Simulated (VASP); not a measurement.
VASP runs on HfS₂ (1T layered) share one base input (PBE GGA, plane waves, VASP's PBE PAW potentials (set 64)) and change the settings named in each case.

File POSCAR:
```
HfS2
1
    1.8150000000    -3.1436720000     0.0000000000
    1.8150000000     3.1436720000     0.0000000000
    0.0000000000     0.0000000000     5.8500000000
Hf S
1 2
Direct
  0.0000000000   0.0000000000   0.0000000000
  0.3333330000   0.6666670000   0.2500000000
  0.6666670000   0.3333330000   0.7500000000
```

### KPOINTS
```
Automatic mesh
0
Gamma
8 8 4
0 0 0
```

### INCAR
```
SYSTEM = HfS2
PREC = Accurate
ENCUT = 400
EDIFF = 1E-6
NELM = 100
ALGO = Normal
LREAL = .FALSE.
LASPH = .TRUE.
ISMEAR = 0
SIGMA = 0.05
GGA = PE
LMAXMIX = 6
LWAVE = .FALSE.
LCHARG = .FALSE.
ISIF = 2
```

POTCAR, in this order: Hf_pv S (PBE.64 set). Program: vasp_std.

| change | irreducible k-points |
|---|---|
| base run | 35 |
| ISYM = -1 | 256 |
| ISYM = 0 | 132 |
| ISYM = 1 | 35 |
| SYMPREC = 1E-3 | 35 |
 Unless said otherwise, spin-orbit coupling is left out, though it shifts the bands of the heavy elements here.

Left out are runs that ran out of time, are held back, or changed the cell or the kind of run, fixed moments of cells without a moment, rows past the twelfth, gaps on odd meshes, pressures of charged cells and columns that move by less than the noise.

The compound is HfS2 in the 1T layered structure. The cell was not relaxed at this level.
